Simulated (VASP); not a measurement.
Runs of VASP 6.6.1 on Sb2Pt (Geversite). The structure is cubic, space group Pa-3 (No. 205). Conventional cell: a = 6.460 Å, b = 6.460 Å, c = 6.460 Å, α = 90.00°, β = 90.00°, γ = 90.00°. Around Sb (site symmetry 3) lie 3 Pt at 2.68 Å and 1 Sb at 2.81 Å. Around Pt (site symmetry -3) lie 6 Sb at 2.68 Å. 

```csv
task,level,potentials or basis,spin,cell,cutoff (eV),k mesh for the DOS,occupations for the DOS,pressure (GPa),largest force (eV/Å)
band structure,PBE,"VASP PAW PBE potentials, release 64 (Sb, Pt)","SOC, no magnetisation","Pa-3, 22.47 Å³/atom",520,-,-,4.7,0.01
band structure,PBE,"VASP PAW PBE potentials, release 64 (Sb, Pt)",off,"Pa-3, 22.47 Å³/atom",520,-,-,4.7,0.02
band structure,LDA,"VASP PAW LDA potentials, release 64 (Sb, Pt)",off,"Pa-3, 22.47 Å³/atom",520,-,-,-2.0,(b)
band structure,r2SCAN,"VASP PAW PBE potentials, release 64 (Sb, Pt)",off,"Pa-3, 22.47 Å³/atom",520,-,-,(a),0.15
relaxation of cell and atoms,PBEsol,"VASP PAW PBE potentials, release 64 (Sb, Pt)",off,relaxed,600,-,-,0.0,-
```

Alike in all rows: k mesh 6 × 6 × 6; smearing methfessel-paxton 0.1 eV.

Q: Estimate the missing entries.

A: (a) 2.3; (b) 0.03.

Caveats: the PAW data sets were made with another functional, which shifts forces and pressure a little (some runs).
